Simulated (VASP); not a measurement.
An input for Quantum ESPRESSO's pw.x (written as the equivalent of a VASP run, and not itself run):

```
&CONTROL
  calculation = 'scf'
  pseudo_dir = './pseudo'
  outdir = './out'
  tprnfor = .true.
  tstress = .true.
/
&SYSTEM
  ibrav = 0
  nat = 2
  ntyp = 2
  ecutwfc = 88
  occupations = 'smearing'
  smearing = 'gaussian'
  degauss = 0.00147
  input_dft = 'pbe'
/
&ELECTRONS
  conv_thr = 7.3e-08
  electron_maxstep = 100
/
ATOMIC_SPECIES
  Na 22.990 Na.upf
  I 126.904 I.upf
CELL_PARAMETERS angstrom
     0.0000000    3.2363580    3.2363580
     3.2363580    0.0000000    3.2363580
     3.2363580    3.2363580    0.0000000
ATOMIC_POSITIONS crystal
  Na   0.0000000  0.0000000  0.0000000
  I    0.5000000  0.5000000  0.5000000
K_POINTS automatic
  10 10 10 0 0 0
```

Q: Write the VASP files for the same calculation (PBE).

A: This is not unique; one that fits is 
**POSCAR**
```
NaI
1
    0.0000000000     3.2363580000     3.2363580000
    3.2363580000     0.0000000000     3.2363580000
    3.2363580000     3.2363580000     0.0000000000
Na I
1 1
Direct
  0.0000000000   0.0000000000   0.0000000000
  0.5000000000   0.5000000000   0.5000000000
```

**KPOINTS**
```
Automatic mesh
0
Gamma
10 10 10
0 0 0
```

**INCAR**
```
SYSTEM = NaI
PREC = Accurate; ENCUT = 300; LREAL = .FALSE.
LASPH = .TRUE.
EDIFF = 1E-6; NELM = 100; ALGO = Normal
LMAXMIX = 4
ISMEAR = 0; SIGMA = 0.02
GGA = PE
ISIF = 2
LWAVE = .FALSE.; LCHARG = .FALSE.
```

POTCAR, in this order: Na_pv I (PBE.64 set). Program: vasp_std.

What does not carry over: the potentials are each code's own (VASP's PAW set, PseudoDojo norm-conserving files in pw.x), so ENCUT and ecutwfc are chosen apart and not converted; conv_thr bounds pw.x's estimated SCF error, while EDIFF bounds the energy change between steps.

The structure comes from a computed database's NaI entry; how it stands against other phases isn't given here. The cell was not relaxed at this level. The run is one of a series of settings (KPOINTS 10×10×10 Γ-centred mesh against the base run), some of them coarse on purpose.
